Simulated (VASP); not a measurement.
OSZICAR of a VASP run on SiC (zinc blende):

### OSZICAR
```
       N       E                     dE             d eps       ncg     rms          rms(c)
DAV:   1     0.779888840772E+00    0.77989E+00   -0.43258E+03   576   0.883E+02
DAV:   2    -0.219621317702E+02   -0.22742E+02   -0.21726E+02   848   0.115E+02
DAV:   3    -0.223208983555E+02   -0.35877E+00   -0.35877E+00   608   0.178E+01
DAV:   4    -0.223221036039E+02   -0.12052E-02   -0.12052E-02   896   0.115E+00
DAV:   5    -0.223221040242E+02   -0.42031E-06   -0.42031E-06   632   0.161E-02    0.918E+00
DAV:   6    -0.191348597964E+02    0.31872E+01   -0.59709E+00   704   0.155E+01    0.529E+00
DAV:   7    -0.191080803226E+02    0.26779E-01   -0.71247E-01   768   0.574E+00    0.192E+00
DAV:   8    -0.191040016868E+02    0.40786E-02   -0.37215E-01   576   0.555E+00    0.146E+00
DAV:   9    -0.193110053598E+02   -0.20700E+00   -0.56398E-02   616   0.267E+00    0.554E-01
DAV:  10    -0.193150325491E+02   -0.40272E-02   -0.65374E-03   648   0.904E-01    0.285E-01
DAV:  11    -0.193278627150E+02   -0.12830E-01   -0.56287E-03   624   0.905E-01    0.465E-02
DAV:  12    -0.193259761317E+02    0.18866E-02   -0.20532E-03   600   0.451E-01    0.855E-02
DAV:  13    -0.193264389658E+02   -0.46283E-03   -0.36344E-04   600   0.146E-01    0.516E-02
DAV:  14    -0.193266029339E+02   -0.16397E-03   -0.10244E-04   608   0.117E-01    0.803E-03
DAV:  15    -0.193266258227E+02   -0.22889E-04   -0.28292E-06   824   0.207E-02    0.604E-03
DAV:  16    -0.193266219280E+02    0.38947E-05   -0.13078E-07   328   0.393E-03    0.440E-03
DAV:  17    -0.193266139698E+02    0.79582E-05   -0.17523E-06   328   0.969E-03    0.353E-03
DAV:  18    -0.193266100245E+02    0.39453E-05   -0.10549E-07   288   0.362E-03    0.713E-04
DAV:  19    -0.193266109342E+02   -0.90976E-06   -0.82748E-09   304   0.974E-04
   1 F= -.19326611E+02 E0= -.19326611E+02  d E =-.193266E+02
       N       E                     dE             d eps       ncg     rms          rms(c)
DAV:   1    -0.193266535802E+02   -0.43556E-04   -0.13216E-02   592   0.101E+00    0.134E-01
DAV:   2    -0.193265614750E+02    0.92105E-04   -0.87523E-04   744   0.206E-01    0.709E-02
DAV:   3    -0.193265345632E+02    0.26912E-04   -0.92883E-05   560   0.104E-01    0.219E-02
DAV:   4    -0.193265682798E+02   -0.33717E-04   -0.94274E-05   584   0.748E-02    0.146E-02
DAV:   5    -0.193265621849E+02    0.60949E-05   -0.26057E-05   576   0.362E-02    0.814E-03
DAV:   6    -0.193265871468E+02   -0.24962E-04   -0.26713E-06   592   0.209E-02    0.195E-03
DAV:   7    -0.193265628571E+02    0.24290E-04   -0.23333E-06   560   0.213E-02    0.156E-03
DAV:   8    -0.193265712247E+02   -0.83676E-05   -0.16397E-07   280   0.553E-03    0.289E-04
DAV:   9    -0.193265696928E+02    0.15318E-05   -0.18176E-08   280   0.133E-03    0.998E-05
DAV:  10    -0.193265713912E+02   -0.16983E-05   -0.26726E-09   280   0.693E-04    0.103E-04
DAV:  11    -0.193265710710E+02    0.32015E-06   -0.54382E-10   280   0.310E-04
   2 F= -.19326571E+02 E0= -.19326571E+02  d E =0.398632E-04
       N       E                     dE             d eps       ncg     rms          rms(c)
DAV:   1    -0.193268054607E+02   -0.23407E-03   -0.36714E-03   592   0.529E-01    0.706E-02
DAV:   2    -0.193267715467E+02    0.33914E-04   -0.24651E-04   752   0.109E-01    0.375E-02
DAV:   3    -0.193267850282E+02   -0.13482E-04   -0.26081E-05   560   0.552E-02    0.117E-02
DAV:   4    -0.193267681762E+02    0.16852E-04   -0.26664E-05   608   0.396E-02    0.773E-03
DAV:   5    -0.193267862794E+02   -0.18103E-04   -0.73243E-06   568   0.192E-02    0.430E-03
DAV:   6    -0.193267712985E+02    0.14981E-04   -0.72341E-07   408   0.111E-02    0.807E-04
DAV:   7    -0.193267860883E+02   -0.14790E-04   -0.66671E-07   512   0.110E-02    0.920E-04
DAV:   8    -0.193267830261E+02    0.30621E-05   -0.28292E-08   288   0.214E-03    0.351E-04
DAV:   9    -0.193267830611E+02   -0.34985E-07   -0.10078E-08   280   0.114E-03
   3 F= -.19326783E+02 E0= -.19326783E+02  d E =-.172127E-03
```

Which electronic solver shows in the log?

It is blocked Davidson (ALGO = Normal, or the opening steps of other solvers). The INCAR had ALGO = Normal.

Can the final energy be trusted as converged?

Self-consistency was reached. It stopped with EDIFF = 1E-6, NELM = 100, NSW = 60 and EDIFFG = -0.01 after 3 ionic steps (r2SCAN meta-GGA, plane waves, VASP's PBE PAW potentials (set 64)).

The compound is SiC in the zinc blende structure. This run relaxes it. Symmetry was kept, so distortions that lower it aren't found.
